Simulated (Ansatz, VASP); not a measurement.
# GaN in two plane-wave programs, part 2 of 2

Wanted: the spread between two codes on one cell, functional and k mesh. The cell is taken from a series of runs on this material, whose earlier steps may have relaxed, scaled, displaced or heated it; both programs get it as it stands.

VASP 6.6.1 and Ansatz 0.2.0.

So far: Starting point; Ansatz: zone-centre phonons, LDA.

## (3) VASP: zone-centre phonons, LDA

Level of this step: LDA; plane waves and PAW (N, Ga_d) (VASP).

The same cell, functional (in two slightly different forms) and mesh now go to VASP, with its own data sets.

Lines of VASP's logs that name or quote its potential files are left out, and so is its time.

Input file INCAR:

```
SYSTEM = GaN
PREC = Accurate
ENCUT = 600
EDIFF = 1E-08
NELM = 120
ISMEAR = 0
SIGMA = 0.01
LREAL = .FALSE.
ALGO = Normal
GGA = PW92
NBANDS = 15
LORBIT = 11
LWAVE = .FALSE.
LCHARG = .FALSE.
ISIF = 2
IBRION = 8
LEPSILON = .TRUE.
LASPH = .TRUE.
GGA_COMPAT = .FALSE.
EFERMI = MIDGAP
KPAR = 2
```

Input file POSCAR:

```
GaN
1.0
    0.0000000000      2.2355854664      2.2053264877
    2.2355854664      0.0000000000      2.2053264877
    2.2355854664      2.2355854664      0.0000000000
N Ga
1 1
Direct
    0.2500000000      0.2500000000      0.2500000000
    0.0000000000      0.0000000000      0.0000000000
```

Input file KPOINTS:

```
Automatic mesh
0
Gamma
12 12 12
0 0 0
```

The projector-augmented-wave data sets are N and Ga_d (LDA family, release 64).

Started as:

```sh
$ mpirun -np 2 vasp_std
```

Numbers of over 12 decimals in the logs are rounded to 6 here.

The log of the run:

```text
[banner, memory and clock lines left out]
running    2 mpi-ranks, on    1 nodes
 distrk:  each k-point on    1 cores,    2 groups
 distr:  one band on    1 cores,    1 groups

 POSCAR found type information on POSCAR N Ga
 POSCAR found :  2 types and       2 ions
|                                                                             |
|               ----> ADVICE to this user running VASP <----                  |
|                                                                             |
|     You enforced a specific xc type in the INCAR file but a different       |
|     [... a line on the potential file left out ...]
|     I HOPE YOU KNOW WHAT YOU ARE DOING!                                     |
|                                                                             |

 LDA part: xc-table for (Slater(with rela. corr.)+PW92), standard interpolation
 POSCAR, INCAR and KPOINTS ok, starting setup
 FFT: planning ... GRIDC
 FFT: planning ... GRID_SOFT
 FFT: planning ... GRID
 WAVECAR not read
 entering main loop
       N       E                     dE             d eps       ncg     rms          rms(c)
DAV:   1     0.880248084204E+02    0.88025E+02   -0.10331E+04  5400   0.238E+03
DAV:   2    -0.958343509713E+01   -0.97608E+02   -0.91116E+02  5570   0.361E+02
DAV:   3    -0.159722902963E+02   -0.63889E+01   -0.63582E+01  5569   0.773E+01
DAV:   4    -0.160454423860E+02   -0.73152E-01   -0.73134E-01  5967   0.874E+00
DAV:   5    -0.160463953719E+02   -0.95299E-03   -0.95298E-03  5994   0.952E-01    0.764E+00
DAV:   6    -0.140058278571E+02    0.20406E+01   -0.52457E+00  7335   0.444E+01    0.266E+00
DAV:   7    -0.139787185156E+02    0.27109E-01   -0.26986E-01  5639   0.647E+00    0.168E+00
DAV:   8    -0.139538922973E+02    0.24826E-01   -0.69637E-02  5821   0.302E+00    0.693E-01
DAV:   9    -0.139505810975E+02    0.33112E-02   -0.12716E-02  6674   0.254E+00    0.197E-01
DAV:  10    -0.139506382780E+02   -0.57180E-04   -0.15997E-03  6081   0.587E-01    0.774E-02
DAV:  11    -0.139505712854E+02    0.66993E-04   -0.22370E-04  7448   0.279E-01    0.106E-02
DAV:  12    -0.139505732813E+02   -0.19958E-05   -0.17943E-05  5499   0.490E-02    0.134E-03
DAV:  13    -0.139505732563E+02    0.25007E-07   -0.62179E-07  7766   0.156E-02    0.109E-03
DAV:  14    -0.139505732592E+02   -0.28949E-08   -0.34961E-08  5441   0.189E-03
   1 F= -.13950573E+02 E0= -.13950573E+02  d E =0.000000E+00
 Linear response reoptimize wavefunctions to high precision
DAV:   1    -0.139505732589E+02    0.27239E-09   -0.14716E-09  4391   0.466E-04
DAV:   2    -0.139505732589E+02   -0.57753E-10   -0.42970E-10  3201   0.202E-04
 Linear response G [H, r] |phi>, progress :
  Direction:   1
       N       E                     dE             d eps       ncg     rms
 LRF_COMMUTATOR internal error: the vector H(1)-e(1) S(1) |phi(0)> is not orthog
 onal to |phi(0)> (-1.029886072614339E-004,-2.331468351712829E-015)
 LRF_COMMUTATOR internal error: the vector H(1)-e(1) S(1) |phi(0)> is not orthog
 onal to |phi(0)> (1.211211442104787E-004,1.998401444325282E-015)
 LRF_COMMUTATOR internal error: the vector H(1)-e(1) S(1) |phi(0)> is not orthog
 onal to |phi(0)> (1.484884519179289E-004,1.773234337143492E-014)
 LRF_COMMUTATOR internal error: the vector H(1)-e(1) S(1) |phi(0)> is not orthog
 onal to |phi(0)> (1.221990892266850E-004,-5.551115123125783E-016)
 LRF_COMMUTATOR internal error: the vector H(1)-e(1) S(1) |phi(0)> is not orthog
 onal to |phi(0)> (-1.091433743996006E-004,4.607425552194400E-015)
 LRF_COMMUTATOR internal error: the vector H(1)-e(1) S(1) |phi(0)> is not orthog
 onal to |phi(0)> (-1.090720741941803E-004,-5.939693181744587E-015)
 LRF_COMMUTATOR internal error: the vector H(1)-e(1) S(1) |phi(0)> is not orthog
 onal to |phi(0)> (1.195957072328401E-004,-6.900729987435739E-015)
 LRF_COMMUTATOR internal error: the vector H(1)-e(1) S(1) |phi(0)> is not orthog
 onal to |phi(0)> (-1.281924289445874E-004,5.301314942585122E-015)
 LRF_COMMUTATOR internal error: the vector H(1)-e(1) S(1) |phi(0)> is not orthog
 onal to |phi(0)> (1.242190397718352E-004,-7.917277944358148E-015)
 LRF_COMMUTATOR internal error: the vector H(1)-e(1) S(1) |phi(0)> is not orthog
 onal to |phi(0)> (-1.018372272298187E-004,-3.189115638235762E-014)
 LRF_COMMUTATOR internal error: the vector H(1)-e(1) S(1) |phi(0)> is not orthog
 onal to |phi(0)> (-1.006947990433030E-004,-7.160938508832260E-015)
 LRF_COMMUTATOR internal error: the vector H(1)-e(1) S(1) |phi(0)> is not orthog
 onal to |phi(0)> (1.187549057899691E-004,-2.412306465693348E-014)
 LRF_COMMUTATOR internal error: the vector H(1)-e(1) S(1) |phi(0)> is not orthog
 onal to |phi(0)> (-1.078045769982161E-004,1.010302952408892E-014)
 LRF_COMMUTATOR internal error: the vector H(1)-e(1) S(1) |phi(0)> is not orthog
 onal to |phi(0)> (-1.088631538001955E-004,1.731947918415244E-014)
[...]
Linear response to external field, progress :
  Direction:   1
       N       E                     dE             d eps       ncg     rms          rms(c)
RMM:   1    -0.463894874446E-01   -0.46389E-01    0.17267E+00 15479   0.749E+00
RMM:   2    -0.298173812012E+00   -0.25178E+00   -0.29450E-02 29333   0.149E+00    0.831E-01
RMM:   3    -0.293457384840E+00    0.47164E-02   -0.47046E-03 28957   0.567E-01    0.475E-01
[...]
RMM:   5    -0.300398561086E+00   -0.87586E-04   -0.27143E-04 17693   0.138E-01    0.285E-02
RMM:   6    -0.300433186126E+00   -0.34625E-04   -0.25602E-05 17368   0.363E-02    0.113E-02
RMM:   7    -0.300658718102E+00   -0.22553E-03   -0.38851E-06 17042   0.147E-02    0.167E-03
RMM:   8    -0.300656533094E+00    0.21850E-05   -0.42016E-07 17793   0.444E-03    0.272E-04
RMM:   9    -0.300660215004E+00   -0.36819E-05   -0.49972E-08 17689   0.105E-03    0.103E-04
RMM:  10    -0.300658093958E+00    0.21210E-05   -0.62909E-09 17515   0.311E-04    0.328E-05
RMM:  11    -0.300658120489E+00   -0.26531E-07    0.21503E-08 11787   0.950E-05    0.106E-05
RMM:  12    -0.300658178058E+00   -0.57569E-07    0.30413E-08  6202   0.541E-05    0.122E-06
 change of polarisation eV/A/(eV/A) component  3 :     0.162     0.022     0.571
 dielectric tensor                  component  3 :     1.326     0.177     5.685
 Linear response DOF=           4
 Linear response progress:
  Degree of freedom:   1/  4
       N       E                     dE             d eps       ncg     rms          rms(c)
RMM:   1    -0.236527929305E+00   -0.23653E+00    0.90799E-02 33741   0.406E+00
RMM:   2    -0.227347722454E+00    0.91802E-02   -0.88564E-03 24795   0.105E+00    0.145E-01
RMM:   3    -0.228428472959E+00   -0.10808E-02   -0.15644E-03 27365   0.338E-01    0.709E-02
RMM:   4    -0.229656589298E+00   -0.12281E-02   -0.36580E-04 27242   0.134E-01    0.177E-02
RMM:   5    -0.229737146579E+00   -0.80557E-04   -0.12372E-05 28055   0.313E-02    0.265E-03
RMM:   6    -0.229686393512E+00    0.50753E-04   -0.83198E-07 27493   0.800E-03    0.123E-03
RMM:   7    -0.229679743929E+00    0.66496E-05   -0.45614E-08 28905   0.198E-03    0.196E-04
RMM:   8    -0.229678233853E+00    0.15101E-05   -0.54458E-09 28466   0.504E-04    0.263E-05
RMM:   9    -0.229677889048E+00    0.34481E-06   -0.41219E-09 28924   0.152E-04    0.108E-05
RMM:  10    -0.229678059904E+00   -0.17086E-06   -0.18522E-09 28266   0.628E-05    0.123E-06
RMM:  11    -0.229678057281E+00    0.26224E-08   -0.26055E-09 28500   0.301E-05    0.349E-07
 first order change of Fermi-energy   0.16889E-03
 force on displaced ion       1 direction 1 : -13.491  -0.000   0.000
 Born effective charge ion    1 direction 1 :  -2.633   0.000   0.000
 Linear response progress:
  Degree of freedom:   2/  4
       N       E                     dE             d eps       ncg     rms          rms(c)
RMM:   1    -0.236462720909E+00   -0.23646E+00    0.89852E-02 19323   0.404E+00
RMM:   2    -0.227441278665E+00    0.90214E-02   -0.87225E-03 14475   0.103E+00    0.144E-01
RMM:   3    -0.228522538692E+00   -0.10813E-02   -0.15565E-03 16040   0.336E-01    0.707E-02
RMM:   4    -0.229749757386E+00   -0.12272E-02   -0.35593E-04 15921   0.133E-01    0.178E-02
RMM:   5    -0.229837979759E+00   -0.88222E-04   -0.12335E-05 16532   0.311E-02    0.276E-03
RMM:   6    -0.229784116467E+00    0.53863E-04   -0.88868E-07 16058   0.801E-03    0.127E-03
RMM:   7    -0.229777527584E+00    0.65889E-05   -0.37554E-08 16971   0.198E-03    0.209E-04
RMM:   8    -0.229775617898E+00    0.19097E-05   -0.30180E-09 16687   0.512E-04    0.255E-05
RMM:   9    -0.229775310342E+00    0.30756E-06    0.17671E-09 16963   0.153E-04    0.112E-05
RMM:  10    -0.229775417590E+00   -0.10725E-06    0.39639E-11 16756   0.623E-05    0.189E-06
RMM:  11    -0.229775437761E+00   -0.20171E-07    0.51686E-10 16669   0.306E-05    0.594E-07
RMM:  12    -0.229775431593E+00    0.61682E-08    0.22416E-10 15510   0.211E-05    0.132E-07
 first order change of Fermi-energy   0.13373E-02
 force on displaced ion       1 direction 3 :  -0.000  -0.000 -13.266
 Born effective charge ion    1 direction 3 :   0.000   0.000  -2.609
 Linear response progress:
  Degree of freedom:   3/  4
       N       E                     dE             d eps       ncg     rms          rms(c)
RMM:   1    -0.163386332437E+00   -0.16339E+00    0.27164E-01 18235   0.924E+00
RMM:   2    -0.161128177294E+00    0.22582E-02   -0.34595E-02 27867   0.168E+00    0.561E-02
RMM:   3    -0.161331334200E+00   -0.20316E-03   -0.24950E-03 28180   0.401E-01    0.340E-02
RMM:   4    -0.160953307450E+00    0.37803E-03   -0.15130E-04 29733   0.111E-01    0.361E-03
RMM:   5    -0.160965773961E+00   -0.12467E-04   -0.17994E-05 30372   0.321E-02    0.216E-03
RMM:   6    -0.160959910049E+00    0.58639E-05   -0.62168E-07 30471   0.101E-02    0.325E-04
RMM:   7    -0.160960124836E+00   -0.21479E-06   -0.10361E-06 30873   0.346E-03    0.212E-04
RMM:   8    -0.160960081015E+00    0.43821E-07   -0.45256E-08 30543   0.118E-03    0.324E-05
RMM:   9    -0.160960052959E+00    0.28055E-07   -0.71042E-08 31115   0.441E-04    0.114E-05
RMM:  10    -0.160959950894E+00    0.10207E-06   -0.22964E-08 30563   0.177E-04    0.248E-06
RMM:  11    -0.160959939686E+00    0.11207E-07    0.15225E-08 31179   0.809E-05    0.951E-07
RMM:  12    -0.160959935721E+00    0.39656E-08   -0.30815E-08 30579   0.452E-05    0.227E-07
 first order change of Fermi-energy  -0.42547E-05
 force on displaced ion       2 direction 1 : -13.466   0.000   0.000
 Born effective charge ion    2 direction 1 :   2.632   0.000   0.000
 Linear response progress:
  Degree of freedom:   4/  4
       N       E                     dE             d eps       ncg     rms          rms(c)
RMM:   1    -0.163085262044E+00   -0.16309E+00    0.28349E-01 10705   0.924E+00
RMM:   2    -0.161003221623E+00    0.20820E-02   -0.34321E-02 16204   0.167E+00    0.557E-02
RMM:   3    -0.161207068763E+00   -0.20385E-03   -0.24185E-03 16566   0.393E-01    0.337E-02
RMM:   4    -0.160832518623E+00    0.37455E-03   -0.15377E-04 17241   0.109E-01    0.349E-03
RMM:   5    -0.160843330634E+00   -0.10812E-04   -0.11767E-05 17812   0.316E-02    0.209E-03
RMM:   6    -0.160838499352E+00    0.48313E-05   -0.11935E-06 17734   0.100E-02    0.315E-04
RMM:   7    -0.160838566345E+00   -0.66993E-07   -0.11867E-07 17984   0.350E-03    0.168E-04
RMM:   8    -0.160838696379E+00   -0.13003E-06   -0.28237E-08 17961   0.120E-03    0.355E-05
RMM:   9    -0.160838554188E+00    0.14219E-06    0.11086E-08 17981   0.450E-04    0.922E-06
RMM:  10    -0.160838470437E+00    0.83750E-07    0.95072E-09 17965   0.183E-04    0.210E-06
RMM:  11    -0.160838463113E+00    0.73244E-08   -0.10825E-08 18112   0.845E-05    0.597E-07
 first order change of Fermi-energy   0.22844E-06
 force on displaced ion       2 direction 3 :  -0.000  -0.000 -13.270
 Born effective charge ion    2 direction 3 :   0.000   0.000   2.608
 Born effective charges drift removed
 Linear response finished
```

From OUTCAR (step 3):

```text
ion  position               nearest neighbor table
   1  0.250  0.250  0.250-   2 1.93   2 1.93   2 1.93   2 1.93
   2  0.000  0.000  0.000-   1 1.93   1 1.93   1 1.93   1 1.93

  LATTYP: Found a body centered tetragonal cell.
 ALAT       =     3.1615952864
 C/A-ratio  =     1.3950719734

 Subroutine GETGRP returns: Found  8 space group operations
 (whereof  8 operations were pure point group operations)

The static configuration has the point symmetry D_2d.

 Found    163 irreducible k-points:

   k-points           NKPTS =    163   k-points in BZ     NKDIM =    163   number of bands    NBANDS=     15

   dimension x,y,z NGX =    28 NGY =   28 NGZ =   28
   dimension x,y,z NGXF=    56 NGYF=   56 NGZF=   56

   ENCUT  =  600.0 eV  44.10 Ry    6.64 a.u.   6.27  6.27  6.31*2*pi/ulx,y,z

   NELECT =      18.0000    total number of electrons

 k-points in reciprocal lattice and weights: Automatic mesh
   0.00000000  0.00000000  0.00000000       0.001
   0.08333333 -0.00000000  0.00000000       0.005
   0.16666667 -0.00000000  0.00000000       0.005
   0.25000000 -0.00000000  0.00000000       0.005
   0.33333333  0.00000000  0.00000000       0.005
   0.41666667 -0.00000000  0.00000000       0.005
   0.50000000 -0.00000000  0.00000000       0.002
   0.08333333  0.08333333  0.00000000       0.001
   0.16666667  0.08333333  0.00000000       0.005
[...]
-0.33333333  0.16666667  0.50000000       0.002
  -0.25000000  0.25000000  0.50000000       0.001

 average (electrostatic) potential at core
       1 -61.6069       2 -64.3456

  Total        0.1131690      0.1131690      0.3468176      0.0000000      0.0000000      0.0000000
  in kB        8.2253160      8.2253160     25.2072957      0.0000000      0.0000000      0.0000000
  external PRESSURE =      13.8859759 kB  Pullay stress =       0.0000000 kB

  energy-cutoff  :      600.00
  volume of cell :       22.04
      direct lattice vectors                 reciprocal lattice vectors
     0.000000000  2.235585466  2.205326488    -0.223655059  0.223655059  0.226723799
     2.235585466  0.000000000  2.205326488     0.223655059 -0.223655059  0.226723799
     2.235585466  2.235585466  0.000000000     0.223655059  0.223655059 -0.226723799

 POSITION                                       TOTAL-FORCE (eV/Angst)
 -----------------------------------------------------------------------------------
      1.11779      1.11779      1.10266         0.000000      0.000000      0.000000
      0.00000      0.00000      0.00000        -0.000000     -0.000000     -0.000000
 -----------------------------------------------------------------------------------
    total drift:                               -0.000000     -0.000000      0.000000

 MACROSCOPIC STATIC DIELECTRIC TENSOR (including local field effects in DFT)
 ------------------------------------------------------
           5.705584    -0.000000     0.000000
          -0.000000     5.705584     0.000000
           0.000000     0.000000     5.684958
 ------------------------------------------------------

 PIEZOELECTRIC TENSOR (including local field effects)  for field in x, y, z        (C/m^2)
          XX          YY          ZZ          XY          YZ          ZX
  --------------------------------------------------------------------------------
  x     0.00000     0.00000    -0.00000     0.00000    -1.00646     0.00000
  y     0.00000     0.00000     0.00000     0.00000     0.00000    -1.00646
  z     0.00000     0.00000     0.00000    -1.02554     0.00000     0.00000

 BORN EFFECTIVE CHARGES (including local field effects) (in |e|, cummulative output)
 ---------------------------------------------------------------------------------
 ion    1
    1    -2.63205     0.00000     0.00000
    2     0.00000    -2.63205     0.00000
    3     0.00000     0.00000    -2.60843
 ion    2
    1     2.63205     0.00000    -0.00000
    2     0.00000     2.63205    -0.00000
    3     0.00000     0.00000     2.60843

 Eigenvectors and eigenvalues of the dynamical matrix
 ----------------------------------------------------

   1 f  =   16.813931 THz   105.645047 2PiTHz  560.852382 cm-1    69.536802 meV
             X         Y         Z           dx          dy          dz
      1.117793  1.117793  1.102663     0.912706    0.000000    0.000000
      0.000000  0.000000  0.000000    -0.408616   -0.000000    0.000000

   2 f  =   16.813931 THz   105.645047 2PiTHz  560.852382 cm-1    69.536802 meV
             X         Y         Z           dx          dy          dz
      1.117793  1.117793  1.102663     0.000000   -0.912706   -0.000000
      0.000000  0.000000  0.000000    -0.000000    0.408616    0.000000

   3 f  =   16.676194 THz   104.779618 2PiTHz  556.257962 cm-1    68.967166 meV
             X         Y         Z           dx          dy          dz
      1.117793  1.117793  1.102663    -0.000000    0.000000   -0.912541
      0.000000  0.000000  0.000000     0.000000   -0.000000    0.408986

   4 f/i=    0.000930 THz     0.005844 2PiTHz    0.031025 cm-1     0.003847 meV
             X         Y         Z           dx          dy          dz
      1.117793  1.117793  1.102663     0.000000   -0.000000    0.408986
      0.000000  0.000000  0.000000     0.000000   -0.000000    0.912541

   5 f/i=    0.005875 THz     0.036913 2PiTHz    0.195964 cm-1     0.024296 meV
             X         Y         Z           dx          dy          dz
      1.117793  1.117793  1.102663     0.196769   -0.358119   -0.000000
      0.000000  0.000000  0.000000     0.439513   -0.799913   -0.000000

   6 f/i=    0.005875 THz     0.036913 2PiTHz    0.195964 cm-1     0.024296 meV
             X         Y         Z           dx          dy          dz
      1.117793  1.117793  1.102663     0.358119    0.196769    0.000000
      0.000000  0.000000  0.000000     0.799913    0.439513    0.000000

 MACROSCOPIC STATIC DIELECTRIC TENSOR IONIC CONTRIBUTION
 ------------------------------------------------------
           4.219085    -0.000000    -0.000000
          -0.000000     4.219085    -0.000000
          -0.000000    -0.000000     4.209376
 ------------------------------------------------------

 ELASTIC MODULI CONTR FROM IONIC RELAXATION (kBar)
 Direction    XX          YY          ZZ          XY          YZ          ZX
 --------------------------------------------------------------------------------
 XX           0.0000      0.0000      0.0000      0.0000      0.0000      0.0000
 YY           0.0000      0.0000      0.0000      0.0000      0.0000      0.0000
 ZZ           0.0000      0.0000      0.0000      0.0000      0.0000      0.0000
 XY           0.0000      0.0000      0.0000   -464.0774      0.0000      0.0000
 YZ           0.0000      0.0000      0.0000      0.0000   -464.0069      0.0000
 ZX           0.0000      0.0000      0.0000      0.0000      0.0000   -448.2915
 --------------------------------------------------------------------------------

 PIEZOELECTRIC TENSOR IONIC CONTR  for field in x, y, z        (C/m^2)
          XX          YY          ZZ          XY          YZ          ZX
  --------------------------------------------------------------------------------
  x     0.00000     0.00000     0.00000    -0.00000     1.31657    -0.00000
  y     0.00000     0.00000     0.00000    -0.00000    -0.00000     1.29408
  z     0.00000     0.00000     0.00000     1.31515     0.00000     0.00000
```

## (4) Comparison

Known differences besides the potentials themselves: fixed occupations in Ansatz, narrow Gaussian smearing in VASP; VASP's response is taken on the typed mesh, Ansatz refines its own for the field response alone; the cutoff is 420 eV in Ansatz and 600 eV in VASP; VASP's log shows a relativistic correction to its local exchange, Ansatz's none; VASP's log repeats an internal error in its field response. Total energies have different zeros and are not compared.

Compared:

| quantity | Ansatz | VASP | difference |
| --- | --- | --- | --- |
| ε∞ xx | 5.75 | 5.71 | +0.82 % |
| ε∞ yy | 5.75 | 5.71 | +0.82 % |
| ε∞ zz | 5.73 | 5.68 | +0.75 % |
| Born charge of N1 (mean of the diagonal) (e) | -2.63 | -2.62 | -0.01 |
| Born charge of Ga2 (mean of the diagonal) (e) | 2.63 | 2.62 | +0.01 |
| optical mode 1 (cm⁻¹) | 551.8 | 556.3 | -0.81 % |
| optical mode 2 to 3 (cm⁻¹) | 556.3 | 560.9 | -0.82 % |

Modes are paired by rising frequency, not by their patterns, so a pair may set unlike modes beside each other; they are those without the splitting of longitudinal modes.

## (5) Summary of results

```json
{"r.m.s. difference of the optical zone-centre modes, each program's sorted by frequency (zone-centre phonons, LDA)": "4.6 cm⁻¹", "difference in ε∞ xx (zone-centre phonons, LDA)": "+0.8 %"}
```

The r.m.s. difference of the optical zone-centre modes, each program's sorted by frequency is 4.6 cm⁻¹ (zone-centre phonons, LDA). Among the rows given in per cent, the largest difference of the zone-centre phonons, LDA pair is in ε∞ xx, +0.8 %. Such differences can come from data sets, numerical settings and the points named under the comparisons, not from the functional's error against experiment.

[Lines on the potential files, build, host, timing and source positions are cut from VASP's logs without a mark.]

[Logs are printed without paths, hosts, clocks, repeated set-up lines and the standing remarks that a program may print on its own settings, such as how far it seeks lower states.]

[Hosts, paths, dates, database ids (printed as entryN), source tags and the programs' standing remarks are cut or masked in the printed files.]
